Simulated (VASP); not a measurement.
## Cd$_{2}$Hg$_{2}$Se$_{4}$ (ordered alloy cell): computed properties

The numbers are results of PBEsol GGA, VASP's PBE PAW potentials (set 64) (plane waves; VASP), not measurements.

```json
{
  "space_group": "R3m (160)",
  "cell": "a = 4.3243 Å, b = 4.3243 Å, c = 42.3208 Å, α = 90.00°, β = 90.00°, γ = 120.00°",
  "volume_per_atom": "28.56 Å³/atom",
  "band gap (over mesh and band path)": "none (metal, semimetal or under 0.01 eV)",
  "density": "6.85 g/cm³"
}
```

```cif
data_Cd2Hg2Se4
_chemical_formula_sum 'Hg2 Se4 Cd2'
_space_group_name_H-M_alt 'P 1'
_space_group_IT_number 1
_cell_length_a 4.32425
_cell_length_b 4.32425
_cell_length_c 17.28395
_cell_angle_alpha 59.975
_cell_angle_beta 59.975
_cell_angle_gamma 60.000
loop_
_space_group_symop_operation_xyz
  'x, y, z'
loop_
_atom_site_label
_atom_site_type_symbol
_atom_site_fract_x
_atom_site_fract_y
_atom_site_fract_z
_atom_site_occupancy
Hg1 Hg 0.00097 0.00097 0.99927 1
Hg2 Hg 0.99925 0.99925 0.25056 1
Se1 Se 0.24967 0.24967 0.06274 1
Se2 Se 0.24822 0.24822 0.31384 1
Se3 Se 0.25036 0.25036 0.56223 1
Se4 Se 0.25242 0.25242 0.81069 1
Cd1 Cd 0.99873 0.99873 0.50095 1
Cd2 Cd 0.00038 0.00038 0.74971 1
```

Unless said otherwise, spin-orbit coupling is left out, though it shifts the bands of the heavy elements here.

The structure was generated: Cd2Hg2Se4 was put into an ordered model structure (R3m), which need not be its known phase. It was relaxed first. Symmetry was kept, so distortions that lower it aren't found.
